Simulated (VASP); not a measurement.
Level of theory: r2SCAN meta-GGA, VASP's PBE PAW potentials (set 64) (plane waves; VASP).

Input for VASP

POSCAR:
```
AlN
1.0
  1.5528466574  -2.6896093012   0.0000000000
  1.5528466574   2.6896093012   0.0000000000
  0.0000000000   0.0000000000   4.9738822648
Al N
2 2
Cartesian
  1.5528466574  -0.8965382268   2.4873025675
  1.5528466574   0.8965382268   0.0003614351
  1.5528466574  -0.8965382268   4.3866027224
  1.5528466574   0.8965382268   1.8996615900
```

### KPOINTS
```
Automatic mesh
0
Gamma
7 7 4
0 0 0
```

### INCAR
```
# general
SYSTEM  = AlN
PREC    = Accurate
ENCUT   = 520
LREAL   = .FALSE.
LASPH   = .TRUE.

# electronic loop
EDIFF   = 1E-8
NELM    = 100
ALGO    = Normal
LMIXTAU = .TRUE.

# smearing
ISMEAR  = 0
SIGMA   = 0.05

# functional
METAGGA = R2SCAN

# ions
IBRION  = 1
NSW     = 30
ISIF    = 2
EDIFFG  = -0.001

# output
LWAVE   = .FALSE.
LCHARG  = .FALSE.
```

POTCAR, in this order: Al N (PBE.64 set). Program: vasp_std.

Output of the run:

File OSZICAR:
```
       N       E                     dE             d eps       ncg     rms          rms(c)
DAV:   1     0.398687085781E+02    0.39869E+02   -0.79673E+03   576   0.124E+03
DAV:   2    -0.429521244562E+02   -0.82821E+02   -0.76890E+02   808   0.230E+02
DAV:   3    -0.470846863467E+02   -0.41326E+01   -0.41193E+01   756   0.571E+01
DAV:   4    -0.471195731460E+02   -0.34887E-01   -0.34880E-01   656   0.599E+00
DAV:   5    -0.471201064314E+02   -0.53329E-03   -0.53327E-03   744   0.753E-01    0.126E+01
DAV:   6    -0.390174285255E+02    0.81027E+01   -0.14455E+01   692   0.290E+01    0.568E+00
DAV:   7    -0.378846705092E+02    0.11328E+01   -0.63421E-01   596   0.830E+00    0.311E+00
DAV:   8    -0.400821912532E+02   -0.21975E+01   -0.15215E+00   708   0.106E+01    0.231E+00
DAV:   9    -0.382422615910E+02    0.18399E+01   -0.98207E-01   576   0.969E+00    0.445E-01
DAV:  10    -0.381859011942E+02    0.56360E-01   -0.64276E-02   616   0.313E+00    0.456E-01
DAV:  11    -0.382468073754E+02   -0.60906E-01   -0.70398E-03   612   0.116E+00    0.380E-01
DAV:  12    -0.384119418638E+02   -0.16513E+00   -0.42371E-02   576   0.258E+00    0.223E-01
DAV:  13    -0.384536599992E+02   -0.41718E-01   -0.17045E-02   624   0.154E+00    0.169E-01
DAV:  14    -0.384548112268E+02   -0.11512E-02   -0.78320E-04   640   0.356E-01    0.119E-01
DAV:  15    -0.384557994947E+02   -0.98827E-03   -0.12772E-03   584   0.468E-01    0.336E-02
DAV:  16    -0.384560894964E+02   -0.29000E-03   -0.12874E-04   624   0.176E-01    0.185E-02
DAV:  17    -0.384560782959E+02    0.11201E-04   -0.11340E-05   692   0.471E-02    0.179E-02
DAV:  18    -0.384561058664E+02   -0.27571E-04   -0.12518E-05   584   0.437E-02    0.169E-02
DAV:  19    -0.384560901008E+02    0.15766E-04   -0.64609E-06   612   0.326E-02    0.718E-03
DAV:  20    -0.384560952108E+02   -0.51100E-05   -0.65251E-07   628   0.108E-02    0.271E-03
DAV:  21    -0.384560933679E+02    0.18428E-05   -0.16246E-07   712   0.362E-03    0.140E-03
DAV:  22    -0.384560966371E+02   -0.32691E-05   -0.39564E-08   600   0.252E-03    0.160E-03
DAV:  23    -0.384560946048E+02    0.20323E-05   -0.12382E-08   412   0.171E-03    0.652E-04
DAV:  24    -0.384560952690E+02   -0.66421E-06   -0.18721E-09   292   0.505E-04    0.158E-04
DAV:  25    -0.384560949877E+02    0.28138E-06   -0.86668E-10   300   0.321E-04    0.820E-05
DAV:  26    -0.384560949216E+02    0.66025E-07   -0.15764E-10   300   0.143E-04    0.501E-05
DAV:  27    -0.384560949080E+02    0.13674E-07   -0.69971E-11   288   0.115E-04    0.445E-05
DAV:  28    -0.384560948804E+02    0.27555E-07   -0.20135E-11   288   0.593E-05    0.232E-05
DAV:  29    -0.384560948381E+02    0.42275E-07   -0.22171E-12   288   0.185E-05    0.207E-05
DAV:  30    -0.384560948421E+02   -0.39604E-08   -0.27829E-12   288   0.637E-06
   1 F= -.38456095E+02 E0= -.38456095E+02  d E =-.384561E+02
       N       E                     dE             d eps       ncg     rms          rms(c)
DAV:   1    -0.384560979298E+02   -0.30916E-05   -0.89624E-04   576   0.280E-01    0.475E-03
DAV:   2    -0.384561000371E+02   -0.21074E-05   -0.14446E-05   652   0.337E-02    0.340E-03
DAV:   3    -0.384560968496E+02    0.31875E-05   -0.47116E-07   652   0.992E-03    0.162E-03
DAV:   4    -0.384561000712E+02   -0.32216E-05   -0.52603E-07   584   0.748E-03    0.579E-04
DAV:   5    -0.384560963708E+02    0.37005E-05   -0.17266E-07   576   0.668E-03    0.384E-04
DAV:   6    -0.384560988979E+02   -0.25271E-05   -0.89570E-08   576   0.420E-03    0.179E-04
DAV:   7    -0.384560979948E+02    0.90310E-06   -0.71521E-09   400   0.113E-03    0.559E-05
DAV:   8    -0.384560981187E+02   -0.12390E-06   -0.10864E-09   288   0.439E-04    0.291E-05
DAV:   9    -0.384560980297E+02    0.89001E-07   -0.14225E-10   288   0.161E-04    0.255E-05
DAV:  10    -0.384560980677E+02   -0.37998E-07   -0.51240E-11   288   0.878E-05    0.234E-05
DAV:  11    -0.384560980495E+02    0.18158E-07   -0.20504E-11   288   0.536E-05    0.214E-05
DAV:  12    -0.384560980525E+02   -0.29495E-08   -0.70975E-12   288   0.198E-05
   2 F= -.38456098E+02 E0= -.38456098E+02  d E =-.321040E-05
       N       E                     dE             d eps       ncg     rms          rms(c)
DAV:   1    -0.384560982569E+02   -0.20731E-06   -0.41360E-05   576   0.602E-02    0.102E-03
DAV:   2    -0.384560979620E+02    0.29488E-06   -0.66709E-07   652   0.725E-03    0.731E-04
DAV:   3    -0.384560984999E+02   -0.53797E-06   -0.21238E-08   524   0.213E-03    0.350E-04
DAV:   4    -0.384560977799E+02    0.72005E-06   -0.25420E-08   552   0.163E-03    0.127E-04
DAV:   5    -0.384560985814E+02   -0.80148E-06   -0.76307E-09   372   0.143E-03    0.827E-05
DAV:   6    -0.384560980491E+02    0.53224E-06   -0.39777E-09   288   0.843E-04    0.434E-05
DAV:   7    -0.384560982691E+02   -0.21998E-06   -0.41815E-10   288   0.235E-04    0.230E-05
DAV:   8    -0.384560982414E+02    0.27735E-07   -0.45257E-11   288   0.939E-05    0.210E-05
DAV:   9    -0.384560982577E+02   -0.16343E-07   -0.65741E-12   288   0.340E-05    0.209E-05
DAV:  10    -0.384560982545E+02    0.32417E-08   -0.51647E-13   288   0.122E-05
   3 F= -.38456098E+02 E0= -.38456098E+02  d E =-.201989E-06
```

OUTCAR:
```
------------------------ aborting loop because EDIFF is reached ----------------------------------------
  FORCE on cell =-STRESS in cart. coord.  units (eV):
  Direction    XX          YY          ZZ          XY          YZ          ZX
  --------------------------------------------------------------------------------------
  Total       -0.0283866     -0.0283866      0.0089539      0.0000000      0.0000000      0.0000000
  in kB       -1.0946629     -1.0946629      0.3452857      0.0000000      0.0000000      0.0000000
  external PRESSURE =      -0.6146800 kB  Pullay stress =       0.0000000 kB
  volume of cell :       41.55
      direct lattice vectors                 reciprocal lattice vectors
     1.552846657 -2.689609301  0.000000000     0.321989295 -0.185900606  0.000000000
     1.552846657  2.689609301  0.000000000     0.321989295  0.185900606  0.000000000
     0.000000000  0.000000000  4.973882265     0.000000000  0.000000000  0.201050195
  FREE ENERGIE OF THE ION-ELECTRON SYSTEM (eV)
  ---------------------------------------------------
  free  energy   TOTEN  =       -38.4560982545 eV

  energy  without entropy=      -38.4560982545  energy(sigma->0) =      -38.45609825

 reached required accuracy - stopping structural energy minimisation
```
(Selected blocks of OUTCAR.)

**CONTCAR**
```
AlN
   1.00000000000000
     1.5528466573999999   -2.6896093012000000    0.0000000000000000
     1.5528466573999999    2.6896093012000000    0.0000000000000000
     0.0000000000000000    0.0000000000000000    4.9738822648000003
  Al              N
     2     2
Direct
     0.6666669999999968    0.3333330000000032    0.5001225316411463
     0.3333330000000032    0.6666669999999968    0.0001225316411464
     0.6666669999999968    0.3333330000000032    0.8818774683588516
     0.3333330000000032    0.6666669999999968    0.3818774683588516
```

**OUTCAR**
```
 val. band max:        5.9377128353   @ k =   0.0000   0.0000   0.0000

 cond. band min:      10.8687880130   @ k =   0.0000   0.0000   0.0000


 Fermi energy:         6.2284139488

 k-point     1 :       0.0000    0.0000    0.0000
  band No.  band energies     occupation
      1     -10.0569      2.00000
      2      -7.9276      2.00000
      3      -0.1410      2.00000
      4       5.0445      2.00000
      5       5.0445      2.00000
      6       5.7074      2.00000
      7       5.7074      2.00000
      8       5.9377      2.00000
      9      10.8688      0.00000
     10      13.4822      0.00000
     11      17.5680      0.00000
     12      17.9835      0.00000

 k-point     2 :       0.1429    0.0000    0.0000
  band No.  band energies     occupation
      1      -9.7982      2.00000
      2      -7.7870      2.00000
      3       0.1731      2.00000
      4       3.9501      2.00000
      5       4.6986      2.00000
      6       4.7339      2.00000
      7       5.6545      2.00000
      8       5.8132      2.00000
      9      11.8948      0.00000
     10      14.3855      0.00000
     11      16.3373      0.00000
     12      16.7582      0.00000

 k-point     3 :       0.2857    0.0000    0.0000
  band No.  band energies     occupation
      1      -9.1007      2.00000
      2      -7.4893      2.00000
      3       1.0584      2.00000
      4       1.9567      2.00000
      5       3.0450      2.00000
      6       4.1937      2.00000
      7       5.3291      2.00000
      8       5.4442      2.00000
      9      12.9995      0.00000
     10      13.9108      0.00000
     11      14.7135      0.00000
     12      17.2128      0.00000

 k-point     4 :       0.4286    0.0000    0.0000
  band No.  band energies     occupation
      1      -8.2848      2.00000
      2      -7.3814      2.00000
      3       0.5990      2.00000
      4       1.8755      2.00000
      5       2.2418      2.00000
      6       3.8385      2.00000
...
```

The compound is AlN in the wurtzite structure. This run relaxes the ions in a fixed cell. Symmetry was kept, so distortions that lower it aren't found. The start is the result of an earlier pass.
